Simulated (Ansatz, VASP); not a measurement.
## Cross-check of ZrSeS between VASP and Ansatz

One calculation is typed for both programs; each brings its own data sets. How far apart do they land? The structure shown is the start of the Ansatz relaxation below; VASP solves that cell, so the two are compared at the walk's first step.

Method: plane waves, with VASP 6.6.1 beside it; single point at LDA, in Ansatz 0.2.0.

**1. The structure**

The cell holds 3 atoms: 1 Zr, 1 S and 1 Se. Its edges and angles: a = 3.750 Å, b = 3.750 Å, c = 30.000 Å, α = 90.0°, β = 90.0°, γ = 120.0°. Vacuum lies along c. The height across the vacuum is the one that the program set for its solve, not the one typed.

**2. Ansatz: relaxation, LDA**

Ansatz runs on its default PAW (the set named soft_2) files.

The two programs are compared at the cell with which this relaxation starts, whose forces are those of its first step.

Input file input.yaml:

```yaml
crystal:
  lattice:
    - [3.75, 0.0, 0.0]
    - [-1.875, 3.2476, 0.0]
    - [0.0, 0.0, 20.0]
  atoms:
    - { symbol: Zr, position: [0.0, 0.0, 0.5] }
    - { symbol: S, position: [0.333333, 0.666667, 0.575] }
    - { symbol: Se, position: [0.666667, 0.333333, 0.42] }
  periodic: [true, true, false]
kpoints:
  mp_grid: { grid: [6, 6, 1] }
hamiltonian:
  xc: lda
scf:
  occupations: { method: gaussian, width: 0.1 }
output:
  forces: true
  stress: true
  eigenvalues: true
relax:
  adjacent_minimum: "off"
  f_tol: 0.05
  max_steps: 80
  cell: { stress_2d_tol: 0.02 }
```

On the command line:

```bash
$ ansatz run input.yaml --threads 8 --pin off --max-ram 14336MiB --backend cpu --events-out ev --progress --plain --runs-dir out
```

Numbers of over 12 decimals in the logs are rounded to 6 here.

Output:

```text
Warning: crystal.periodic: the lattice vector that does not repeat stood 0.000° off the slab's normal, 20.000 Å along it as the deck builds it. The run solves the slab on a vector along the normal, 30.000 Å long, with every atom where it was (on the deck's vector they left 16.90 Å outside them, and the widest stretch free of ions among them is 1.60 Å). A fractional position that the run reports is one of the run's ce [...]
Warning: the atoms were moved onto the symmetric positions of the space group found under crystal.symmetry.tolerance 1.0e-5 (fractional; no operation is sought that the atoms, as they stand in a round, miss by more than twice it, and no atom is moved by as much as it), and the run uses the moved positions. Before a round's move an operation carried an atom to 3.75e-6 Å from where it should land, the largest such dist [...]
The last accepted step is kept in <dir> (removed where the run ends without a failure and the disk answers)
[...]
Crystal: 3 atoms, lattice volume = 349.767 Å³
Basis set: ecut = 420 eV, 6809 PW (Γ)
iter 1 solved again at ethr=3.09e-6 eV; its pass at ethr=3.10e-3 eV (dr2=1.05e-3 eV) is discarded
SCF iter   1: F=—  HF=-10334.478958 eV  |F-HF|=—  |Δ(HF+E_count)|=         —  Δρ=2.49e-4  dr2=9.75e-4  ethr=3.09e-6  ⟨swp⟩=3.4  Hψ=1064  notcnv=0
preconditioner: auto → none  [insulator: Δε(μ)=0.525 eV  Ē_g=7.675 eV  σ=0.100 eV  W_gap=1.00  n_scr=16 (ndim 8)  ℏωp=7.9 eV  f_vac=0.774  D(μ)=0.00/eV (n_scr^D=0)  ε∞_Penn≈2.1]
SCF iter   2: F=—  HF=-10334.479234 eV  |F-HF|=—  |Δ(HF+E_count)|=   2.77e-4  Δρ=3.91e-4  dr2=3.58e-3  ethr=2.87e-6  ⟨swp⟩=3.6  Hψ=287  notcnv=0  recentre
SCF iter   3: F=—  HF=-10334.478807 eV  |F-HF|=—  |Δ(HF+E_count)|=   4.28e-4  Δρ=1.26e-4  dr2=4.23e-4  ethr=2.87e-6  ⟨swp⟩=2.3  Hψ=210  notcnv=0
SCF iter   4: F=—  HF=-10334.478762 eV  |F-HF|=—  |Δ(HF+E_count)|=   4.45e-5  Δρ=7.03e-5  dr2=2.62e-5  ethr=1.24e-6  ⟨swp⟩=2.7  Hψ=194  notcnv=0
SCF iter   5: F=—  HF=-10334.478836 eV  |F-HF|=—  |Δ(HF+E_count)|=   7.40e-5  Δρ=2.82e-5  dr2=1.83e-6  ethr=7.70e-8  ⟨swp⟩=3.1  Hψ=245  notcnv=0
SCF iter   6: F=-10334.478836 eV  HF=-10334.478836 eV  |F-HF|=2.01e-7  |Δ(HF+E_count)|=   1.34e-7  Δρ=8.09e-6  dr2=2.81e-7  ethr=8.82e-10  ⟨swp⟩=7.7  Hψ=923  notcnv=0
SCF 4 converged in 6 iterations: F = -10334.478836 eV  dr2 = 2.81e-7
relax step   4: F+E_penalty+E_count = -10334.47883580 eV  Δ(F+E_penalty+E_count) = -2.511e-3 eV  max|allowed force component| = 6.295e-2 eV/Å  Δτ_max = 0.0040 Å  P = -0.175 N/m  Ω = 349.767 Å³  energy of the carried Pulay correction = +4.515e-4 eV  fix = [c, alpha, beta]  reactions: c -0.000 N/m  (6 SCF iters, dr2 threshold 3.00e-7 eV, accepted)
[...]
relax step   5: F+E_penalty+E_count = -10334.47913923 eV  Δ(F+E_penalty+E_count) = -3.034e-4 eV  max|allowed force component| = 2.477e-2 eV/Å  Δτ_max = 0.0039 Å  P = +0.006 N/m  Ω = 348.944 Å³  energy of the carried Pulay correction = +4.759e-4 eV  fix = [c, alpha, beta]  reactions: c +0.000 N/m  (6 SCF iters, dr2 threshold 2.48e-7 eV, accepted)
[...]
relax step   6: F+E_penalty+E_count = -10334.47867104 eV  Δ(F+E_penalty+E_count) = +4.682e-4 eV  max|allowed force component| = 2.460e-2 eV/Å  Δτ_max = 0.0000 Å  P = +0.004 N/m  Ω = 348.944 Å³  fix = [c, alpha, beta]  reactions: c +0.000 N/m  stress off target by 3.84e-3 N/m on what of the cell is left free  SCF on the basis re-selected at this cell (its energy is not comparable with the rows above)  (9 SCF iters)
basis re-selected at this cell: Δ(F+E_penalty+E_count) = +4.682e-4 eV, ΔP = -0.002 N/m vs the last step (what re-selecting the basis moved, of the pressure what is left beyond the Pulay correction that the steps carried, after the strain that the cell walked since its last selection, with what the two solves' SCF thresholds leave and, on support functions, any second-order correction that the steps lacked; it is no measure of the basis error at this ecutwfc). The dense FFT grid was sized anew with the basis: this SCF ran on 25×25×216 points, the steps before it on 27×27×216, so part of this shift can come from that change (see relax.cell in the input reference). [rest of the remark cut]
SCF converged after 9 iterations
Free energy (F): -10334.478671 eV
Harris-Foulkes:  -10334.478671 eV  (|F-HF|=1.27e-11)
Internal energy: -10334.478664 eV  (E = F + TS)
E sigma→0 (E₀):  -10334.478668 eV
Entropy (-TS):   -0.000007 eV (-0.002 meV/atom)
Fermi energy:    -5.667361 eV
--- Per-component energies (eV) ---
  E_band       = -1010.600044
  E_kinetic    = 561.829960
  E_local      = -57900.164718  (includes V_loc(G=0)·N_el)
  E_nonlocal   = -477.948171
  E_hartree    = 28529.082071
  E_xc         = -361.657872
  E_vxc        = -378.507850  (∫ρ·V_xc dr)
  E_paw        = -5243.940022  (= ΣΔE_a)
  E_vpaw       = 126.027140  (= ΣTr[D̂ρ^β])
  E_aug_tail   = -0.000578  (compensation charges beyond the density's cutoff)
  E_ewald      = 24555.579704
  E_core_change = 2.740961  (= ΣΔE_core)
  E_smearing   = -0.000007  (= −TS)
  E_closure    = -0.000000  (closes the sum)
  Σ components = -10334.478671   (vs F -10334.478671, Δ=0.00e0)
--- Forces (eV/Å), atoms counted from 1 ---
  atom   1  Zr    -0.00000000     0.00000000     0.02485037
  atom   2  S      0.00000000     0.00000000    -0.00433767
  atom   3  Se     0.00000000    -0.00000000    -0.01976058
  max |Σ_I F_I| component: 7.52e-4 eV/Å
--- 2D stress c σ (N/m, compression-positive) ---
        0.003839       0.000000       0.000000
        0.000000       0.003839      -0.000000
        0.000000      -0.000000       0.000000
  P = ½ c Tr σ = 0.0038 N/m
--- Band table (eV; the first three rows and the last of 7) ---
  k-point 0: bands = ["-54.9919", "-52.7474", "-52.7474", "-52.7393", "-52.7393", "-52.7349", "-33.1369", "-32.9818", "-32.9818", "-19.0053", "-17.8904", "-10.2428", "-8.9323", "-8.9323", "-7.2301", "-5.9292", "-5.9292", "-4.7907", "-4.7907", "-3.9679", "-1.1109"]
  k-point 1: bands = ["-54.9873", "-52.7472", "-52.7470", "-52.7393", "-52.7393", "-52.7348", "-33.1209", "-33.0525", "-32.9969", "-18.7270", "-17.9058", "-9.8986", "-9.4305", "-8.7977", "-7.6190", "-6.7293", "-6.6217", "-4.7966", "-3.9613", "-3.5273", "-1.9745"]
  k-point 2: bands = ["-54.9780", "-52.7469", "-52.7463", "-52.7392", "-52.7391", "-52.7345", "-33.1918", "-33.0871", "-33.0268", "-18.1994", "-17.8473", "-10.1225", "-9.3673", "-8.8037", "-8.7070", "-7.1246", "-7.0162", "-5.2273", "-3.2761", "-3.0270", "-1.2278"]
  k-point 6: bands = ["-54.9710", "-52.7470", "-52.7453", "-52.7394", "-52.7389", "-52.7343", "-33.1773", "-33.1666", "-33.0634", "-17.8106", "-17.7424", "-9.8385", "-9.5638", "-9.5083", "-8.2623", "-8.0468", "-7.9726", "-4.0140", "-3.4375", "-3.1885", "-1.1933"]
--- Relaxed structure (5 steps of the walk, 5 accepted, 1 SCFs on fresh bases) ---
  F+E_penalty+E_count = -10334.47867104 eV   max|allowed force component| = 2.460e-2 eV/Å   (the final SCF, on the basis selected at the relaxed cell)
  cell:  # Å, volume = 348.9444 Å³
    - [3.664816, 0.0, 0]
    - [-1.832408, 3.173824, 0]
    - [0, 0, 30.0]
  atoms:
    - { symbol: Zr, position: [0, 0, 0.334836] }
    - { symbol: S, position: [0.333333, 0.666667, 0.380809] }
    - { symbol: Se, position: [0.666667, 0.333333, 0.281021] }
```

**3. VASP: single point, LDA, start cell, pair 1**

The same cell, functional (in two slightly different forms), mesh and smearing now go to VASP, with its own data sets.

Lines of VASP's logs that name or quote its potential files are left out, and so is its time.

Input file INCAR:

```
SYSTEM = ZrSeS
PREC = Accurate
ENCUT = 400
EDIFF = 1E-06
NELM = 120
ISMEAR = 0
SIGMA = 0.1
LREAL = .FALSE.
ALGO = Normal
GGA = CA
NBANDS = 18
LASPH = .TRUE.
LORBIT = 11
LWAVE = .FALSE.
LCHARG = .FALSE.
ISIF = 2
LDIPOL = .TRUE.
IDIPOL = 3
DIPOL = 0.5 0.5 0.332
LVHAR = .TRUE.
GGA_COMPAT = .FALSE.
EFERMI = MIDGAP
NELMDL = -8
KPAR = 2
```

Input file POSCAR:

```
ZrSeS
1.0
    3.7500030000      0.0000000000      0.0000000000
   -1.8750010000      3.2475980000      0.0000000000
    0.0000000000      0.0000000000     30.0000000000
Zr S Se
1 1 1
Direct
    0.0000000000      0.0000000000      0.3333333333
    0.3333331931      0.6666665640      0.3833333333
    0.6666665402      0.3333334360      0.2800000000
```

Input file KPOINTS:

```
Automatic mesh
0
Gamma
6 6 1
0 0 0
```

PAW data sets: Zr_sv, S and Se (LDA family, release 64).

On the command line:

```bash
$ mpirun -np 2 vasp_std
```

Output:

```text
[banner, memory and clock lines left out]
running    2 mpi-ranks, on    1 nodes
 distrk:  each k-point on    1 cores,    2 groups
 distr:  one band on    1 cores,    1 groups

 POSCAR found type information on POSCAR ZrS Se
 POSCAR found :  3 types and       3 ions
 LDA part: xc-table for (Slater(with rela. corr.)+CA(PZ))
 , standard interpolation
 POSCAR, INCAR and KPOINTS ok, starting setup
 FFT: planning ... GRIDC
 FFT: planning ... GRID_SOFT
 FFT: planning ... GRID
 WAVECAR not read
 entering main loop
       N       E                     dE             d eps       ncg     rms          rms(c)
DAV:   1     0.132651214611E+03    0.13265E+03   -0.91652E+03   332   0.788E+02
DAV:   2    -0.652752462971E+01   -0.13918E+03   -0.13615E+03   334   0.191E+02
DAV:   3    -0.239599167535E+02   -0.17432E+02   -0.17393E+02   476   0.599E+01
DAV:   4    -0.242321215109E+02   -0.27220E+00   -0.27170E+00   340   0.844E+00
DAV:   5    -0.242475860943E+02   -0.15465E-01   -0.15450E-01   424   0.146E+00
DAV:   6    -0.242477926649E+02   -0.20657E-03   -0.20654E-03   360   0.194E-01
DAV:   7    -0.242477999471E+02   -0.72822E-05   -0.72819E-05   392   0.250E-02
DAV:   8    -0.242478000222E+02   -0.75124E-07   -0.75062E-07   344   0.379E-03    0.136E+01
DAV:   9    -0.223042057223E+02    0.19436E+01   -0.67571E+00   280   0.140E+01    0.612E+00
DAV:  10    -0.222112259413E+02    0.92980E-01   -0.62264E-01   342   0.423E+00    0.245E+00
DAV:  11    -0.222001750574E+02    0.11051E-01   -0.84206E-02   318   0.159E+00    0.531E-01
DAV:  12    -0.221987492070E+02    0.14259E-02   -0.65752E-03   360   0.583E-01    0.311E-01
DAV:  13    -0.221982928645E+02    0.45634E-03   -0.17304E-03   352   0.295E-01    0.156E-01
DAV:  14    -0.221983956083E+02   -0.10274E-03   -0.14902E-04   344   0.825E-02    0.423E-02
[...]
DAV:  20    -0.221992456556E+02   -0.94580E-04   -0.55703E-06   292   0.739E-03    0.209E-03
DAV:  21    -0.221992756898E+02   -0.30034E-04   -0.84649E-07   264   0.279E-03    0.157E-03
DAV:  22    -0.221992901336E+02   -0.14444E-04   -0.83072E-07   262   0.244E-03    0.909E-04
DAV:  23    -0.221992946029E+02   -0.44692E-05   -0.77554E-08   232   0.960E-04    0.323E-04
DAV:  24    -0.221993028665E+02   -0.82636E-05   -0.39992E-07   228   0.150E-03    0.444E-04
DAV:  25    -0.221993045660E+02   -0.16995E-05   -0.34620E-08   222   0.599E-04    0.177E-04
DAV:  26    -0.221993058475E+02   -0.12815E-05   -0.27108E-08   218   0.440E-04    0.193E-04
DAV:  27    -0.221993061482E+02   -0.30072E-06   -0.16930E-09   162   0.202E-04
   1 F= -.22199306E+02 E0= -.22199306E+02  d E =-.526661E-06
```

OUTCAR, selected parts (step 3):

```text
ion  position               nearest neighbor table
   1  0.000  0.000  0.333-   2 2.63   2 2.63   2 2.63   3 2.69   3 2.69   3 2.69
   2  0.333  0.667  0.383-   1 2.63   1 2.63   1 2.63
   3  0.667  0.333  0.280-   1 2.69   1 2.69   1 2.69

  LATTYP: Found a hexagonal cell.
 ALAT       =     3.7500030000
 C/A-ratio  =     7.9999936000

 Subroutine GETGRP returns: Found  6 space group operations
 (whereof  6 operations were pure point group operations)

The static configuration has the point symmetry C_3v.

 Found      7 irreducible k-points:

   k-points           NKPTS =      7   k-points in BZ     NKDIM =      7   number of bands    NBANDS=     18

   dimension x,y,z NGX =    24 NGY =   24 NGZ =  196
   dimension x,y,z NGXF=    48 NGYF=   48 NGZF=  392

   ENCUT  =  400.0 eV  29.40 Ry    5.42 a.u.   6.12  6.12 48.92*2*pi/ulx,y,z

   NELECT =      24.0000    total number of electrons

 k-points in reciprocal lattice and weights: Automatic mesh
   0.00000000  0.00000000  0.00000000       0.028
   0.16666667  0.00000000  0.00000000       0.167
   0.33333333  0.00000000  0.00000000       0.167
   0.50000000  0.00000000  0.00000000       0.083
   0.16666667  0.16666667  0.00000000       0.167
   0.33333333  0.16666667  0.00000000       0.333
   0.33333333  0.33333333  0.00000000       0.056

 dipolmoment           0.000000      0.000000      0.022607 electrons x Angstroem

 average (electrostatic) potential at core
       1 -88.0738       2 -95.1249       3 -67.5095

 E-fermi :  -3.7886

 k-point     1 :       0.0000    0.0000    0.0000
  band No.  band energies     occupation
    ...
      8      -6.5789      2.00000
      9      -6.5789      2.00000
     10      -5.1475      2.00000
     11      -4.0951      1.99999
     12      -4.0951      1.99999
     13      -2.8467      0.00000
     14      -2.8467      0.00000
     15      -2.2138      0.00000
     16       0.5116      0.00000
     17       0.5116      0.00000
    ...

 k-point     2 :       0.1667    0.0000    0.0000
  band No.  band energies     occupation
    ...
      8      -7.0722      2.00000
      9      -6.4592      2.00000
     10      -5.6104      2.00000
     11      -4.7349      2.00000
     12      -4.7051      2.00000
     13      -2.8871      0.00000
     14      -2.1365      0.00000
     15      -1.7688      0.00000
     16      -0.2896      0.00000
     17       0.4118      0.00000
    ...

 k-point     3 :       0.3333    0.0000    0.0000
  band No.  band energies     occupation
    ...
      8      -7.2078      2.00000
      9      -6.6347      2.00000
     10      -6.3997      2.00000
     11      -5.1315      2.00000
     12      -5.0876      2.00000
     13      -3.3006      0.00000
     14      -1.5127      0.00000
     15      -1.2519      0.00000
     16       0.3709      0.00000
     17       0.6066      0.00000
    ...

  Total       -2.9606078     -2.9606080     -2.7236521     -0.0000005      0.0000000     -0.0000000
  in kB      -12.9830378    -12.9830389    -11.9439254     -0.0000020      0.0000000     -0.0000000
  external PRESSURE =     -12.6366674 kB  Pullay stress =       0.0000000 kB

  energy-cutoff  :      400.00
  volume of cell :      365.36
      direct lattice vectors                 reciprocal lattice vectors
     3.750003000  0.000000000  0.000000000     0.266666453  0.153959901  0.000000000
    -1.875001000  3.247598000  0.000000000     0.000000000  0.307919884  0.000000000
     0.000000000  0.000000000 30.000000000     0.000000000  0.000000000  0.033333333

 POSITION                                       TOTAL-FORCE (eV/Angst)
 -----------------------------------------------------------------------------------
      0.00000      0.00000     10.00000         0.000000     -0.000000      0.952753
     -0.00000      2.16506     11.50000         0.000000      0.000000     -1.356938
      1.87500      1.08253      8.40000        -0.000000     -0.000000      0.404185
 -----------------------------------------------------------------------------------
    total drift:                                0.000427      0.000050     -0.000499

  FREE ENERGIE OF THE ION-ELECTRON SYSTEM (eV)
  ---------------------------------------------------
  free  energy   TOTEN  =       -22.1993061482 eV

  energy  without entropy=      -22.1993056216  energy(sigma->0) =      -22.19930588

 vacuum level on the upper side and lower side of the slab         2.258         1.922

 total charge
# of ion       s       p       d       tot
------------------------------------------
    1        2.169   6.008   1.429   9.606
    2        1.344   2.358   0.000   3.702
    3        1.466   2.399   0.027   3.892
--------------------------------------------------
tot          4.979  10.765   1.455  17.200

[... 3 further parts left out ...]
```

The run ends at a pressure of -1.26 GPa, with forces up to 1.4 eV/Å.

**4. Side by side**

Known differences besides the potentials themselves: the two LDA forms differ slightly; Ansatz cuts the interaction across the vacuum, VASP repeats the sheet with a dipole correction; the data sets hold 34 valence electrons in Ansatz (on its default PAW (the set named soft_2) files) and 24 in VASP; VASP's log shows a relativistic correction to its local exchange, Ansatz's none; Ansatz takes its cutoff from its data sets, VASP runs at 400 eV. Total energies have different zeros and are not compared.

Forces (eV/Å; atoms numbered as in POSCAR):

```csv
atom,"Ansatz x, y, z","VASP x, y, z"
Zr1,"0.000, 0.000, 0.937","0.000, 0.000, 0.953"
S2,"0.000, 0.000, -1.376","0.000, 0.000, -1.357"
Se3,"0.000, 0.000, 0.438","0.000, 0.000, 0.404"
```

The forces differ by 14 meV/Å r.m.s., which is 2.5 % of the r.m.s. force of 0.569 eV/Å (both taken over all components). With vacuum in the cell, a pressure given here is an average over mostly empty space and none of the material.

**5. Ansatz: relaxation, LDA**

The two programs are compared at the cell with which this relaxation starts, whose forces are those of its first step.

The structure compared here is the start of the Ansatz relaxation; VASP solves that cell, so the two are compared at the walk's first step.

Input file input.yaml:

```yaml
crystal:
  lattice:
    - [3.6560964402, 0.0, 0.0]
    - [-1.8280482201, 3.1662723959, 0.0]
    - [0.0, 0.0, 30.0]
  atoms:
    - { symbol: Zr, position: [0.0, 0.0, 0.3348983839] }
    - { symbol: S, position: [0.3333333333, 0.6666666667, 0.3809884899] }
    - { symbol: Se, position: [0.6666666667, 0.3333333333, 0.2807797929] }
  periodic: [true, true, false]
kpoints:
  mp_grid: { grid: [12, 12, 1] }
hamiltonian:
  xc: lda
scf:
  occupations: { method: fixed }
output:
  forces: true
  stress: true
  eigenvalues: true
  write_density: true
  write_potential: true
  elf: true
  volumetric_format: npy
relax:
  adjacent_minimum: "off"
  f_tol: 0.001
  max_steps: 60
  cell: { stress_2d_tol: 0.002 }
```

On the command line:

```bash
$ ansatz run input.yaml --threads 8 --pin off --max-ram 14336MiB --backend cpu --events-out ev --progress --plain --runs-dir out
```

Output:

```text
[...]
Crystal: 3 atoms, lattice volume = 347.286 Å³
Basis set: ecut = 420 eV, 6689 PW (Γ)
Bands: 21, of which v1, the nominal top of the filled ones, is band 17 counted from 1 (16 counted from 0)
Symmetry: 6 space group operations
[...]
k-points: 19 of 144 (time reversal used)
[...]
k-point 18: bands = [... 13 lower, -9.5046, -8.2706, -8.0516, -7.9823, -3.9668, -3.4245, -3.1812, -1.1609]
--- Relaxed structure (3 steps of the walk, 2 accepted, 1 SCFs on fresh bases) ---
[...]
cell:  # Å, volume = 347.2950 Å³
    - [3.656144, 0, 0]
    - [-1.828072, 3.166314, 0]
    - [0, 0, 30.0]
  atoms:
    - { symbol: Zr, position: [0, 0, 0.334898] }
    - { symbol: S, position: [0.333333, 0.666667, 0.380994] }
    - { symbol: Se, position: [0.666667, 0.333333, 0.280775] }
[key lines of the parts left out:]
SCF converged after 10 iterations
Free energy (F): -10334.499230 eV
Fermi energy:    -5.908302 eV
P = ½ c Tr σ = 0.0003 N/m
```

(Part 1 of 2 ends here.)

[Lines on the potential files, build, host, timing and source positions are cut from VASP's logs without a mark.]

[Logs are printed without paths, hosts, clocks, repeated set-up lines and the standing remarks that a program may print on its own settings, such as how far it seeks lower states.]

[Hosts, paths, dates, database ids (printed as entryN), source tags and the programs' standing remarks are cut or masked in the printed files.]
